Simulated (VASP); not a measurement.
An input for Quantum ESPRESSO's pw.x (written as the equivalent of a VASP run, and not itself run):

```
&CONTROL
  calculation = 'scf'
  pseudo_dir = './pseudo'
  outdir = './out'
  tprnfor = .true.
  tstress = .true.
/
&SYSTEM
  ibrav = 0
  nat = 6
  ntyp = 2
  ecutwfc = 84
  occupations = 'smearing'
  smearing = 'gaussian'
  degauss = 0.000735
  input_dft = 'pbesol'
/
&ELECTRONS
  conv_thr = 7.3e-08
  electron_maxstep = 100
/
ATOMIC_SPECIES
  Zn 65.380 Zn.upf
  Cl 35.450 Cl.upf
CELL_PARAMETERS angstrom
    -2.8630230    2.8630230    5.0571720
     2.8630230   -2.8630230    5.0571720
     2.8630230    2.8630230   -5.0571720
ATOMIC_POSITIONS crystal
  Zn   0.7500000  0.2500000  0.5000000
  Zn   0.0000000  0.0000000  0.0000000
  Cl   0.1076300  0.1250000  0.4826300
  Cl   0.8750000  0.3576300  0.9826300
  Cl   0.6423700  0.6250000  0.5173700
  Cl   0.3750000  0.8923700  0.0173700
K_POINTS automatic
  5 5 5 0 0 0
```

Q: Write the VASP files for the same calculation (PBEsol).

A: One answer among several that fit: 
INCAR:
```
SYSTEM = ZnCl2
PREC = Accurate
ENCUT = 300
EDIFF = 1E-6
NELM = 100
ALGO = Normal
LREAL = .FALSE.
LASPH = .TRUE.
ISMEAR = 0
SIGMA = 0.01
GGA = PS
LMAXMIX = 4
LWAVE = .FALSE.
LCHARG = .FALSE.
ISIF = 2
```

**KPOINTS**
```
Regular mesh
0
gamma
 5 5 5
0 0 0
```

### POSCAR
```
ZnCl2
6.4783320
 -0.4419382952   0.4419382952   0.7806287174
  0.4419382952  -0.4419382952   0.7806287174
  0.4419382952   0.4419382952  -0.7806287174
Zn Cl
2 4
Cart
  0.0000000000   0.4419382952   0.3903143587
  0.0000000000   0.0000000000   0.0000000000
  0.2209691476   0.2056162112  -0.1951571793
  0.2056162112   0.6629074428   0.1951571793
  0.2209691476   0.2363220840   0.5854715380
  0.2363220840  -0.2209691476   0.9757858967
```

POTCAR, in this order: Zn Cl (PBE.64 set). Program: vasp_std.

What does not carry over: the potentials are each code's own (VASP's PAW set, PseudoDojo norm-conserving files in pw.x), so ENCUT and ecutwfc are chosen apart and not converted; conv_thr bounds pw.x's estimated SCF error, while EDIFF bounds the energy change between steps.

The structure comes from a computed database's ZnCl2 entry (I-42d); how it stands against other phases isn't given here. The cell was not relaxed at this level.
